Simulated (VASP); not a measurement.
Set up this calculation in VASP 6.6.1, as the native input.

```
Task                   : single point
Functional             : r2SCAN
Potentials or basis    : VASP PAW PBE potentials, release 64 (Mg, Cd, Te)
Cutoff                 : 520 eV
k mesh                 : 8 × 8 × 4
Occupations            : gaussian, width 0.1 eV
Spin                   : no spin polarisation
Further INCAR settings : ALGO = Normal; EDIFF = 1e-06; NBANDS = 31
```

The structure of MgCd2Te3 lies in POSCAR:

```
MgCd2Te3
1.0
    4.2983180000      0.0000000000      0.0000000000
   -2.1491590000      3.7224530000      0.0000000000
    0.0000000000      0.0000000000     10.5617400000
Mg Cd Te
1 2 3
Direct
    0.0000000000      0.0000000000      0.0000000000
    0.3333330000      0.6666670000      0.6692150000
    0.6666670000      0.3333330000      0.3307850000
    0.0000000000      0.0000000000      0.5000000000
    0.3333330000      0.6666670000      0.1600060000
    0.6666670000      0.3333330000      0.8399940000
```

The cell was built by a generator and needn't be a form met in nature.

The input as run:

INCAR

```
SYSTEM = MgCd2Te3
PREC = Accurate
ENCUT = 520
EDIFF = 1E-6
ISMEAR = 0
SIGMA = 0.1
LREAL = .FALSE.
LASPH = .TRUE.
NELM = 150
ALGO = Normal
ISIF = 2
LWAVE = .FALSE.
LCHARG = .FALSE.
METAGGA = R2SCAN
LMIXTAU = .TRUE.
NBANDS = 31
KPAR = 2
```

KPOINTS

```
regular mesh
0
G
  8 8 4
  0 0 0
```

Potentials or basis: VASP PAW PBE potentials, release 64 (Mg, Cd, Te).

Command:

```sh
$ cat potpaw_PBE.64/Mg/POTCAR potpaw_PBE.64/Cd/POTCAR potpaw_PBE.64/Te/POTCAR > POTCAR
$ mpirun -np 2 vasp_std > vasp.out
```

Results of the run:

| Quantity | Value |
| --- | --- |
| Pressure | -0.9 GPa |
| Largest force | 0.055 eV/Å |
| Band gap on the k mesh | none (metal or under the smearing width) |

Caveat: the PAW data sets were made with another functional, which shifts forces and pressure a little.

It took 5.5 min on 2 MPI ranks on AMD EPYC 9R45 (Zen 5), on a shared host, peak memory 0.39 GiB a rank.
